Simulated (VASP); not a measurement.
Input:

```xyz
5
Lattice="4.1839 0.0000 0.0000 0.0000 4.1839 0.0000 0.0000 0.0000 4.1839" Properties=species:S:1:pos:R:3 pbc="T T T"
Ba     0.0000     0.0000     0.0000
Hf     2.0919     2.0919     2.0919
O      2.0919     0.0000     2.0919
O      0.0000     2.0919     2.0919
O      2.0919     2.0919     0.0000
```

All values below come from PBE GGA with D3 dispersion (zero damping), VASP's PBE PAW potentials (set 64) (plane waves; VASP). Run with 520 eV cut-off, 6×6×6 Γ-centred mesh, tetrahedra with Blöchl corrections, potentials Ba_sv Hf_pv O.

Unless said otherwise, spin-orbit coupling is left out, though it shifts the bands of the heavy elements here.

Question: Predict the energy per atom (σ→0), band gap (on the k-mesh) with the smallest direct gap where there is one.

Answer: 
```json
{
  "band gap (on the k-mesh)": "3.57 eV",
  "smallest direct gap (on the k-mesh)": "3.79 eV",
  "energy per atom (σ→0)": "-8.868 eV/atom"
}
```

The compound is BaHfO3 in the cubic perovskite structure. It was relaxed first.
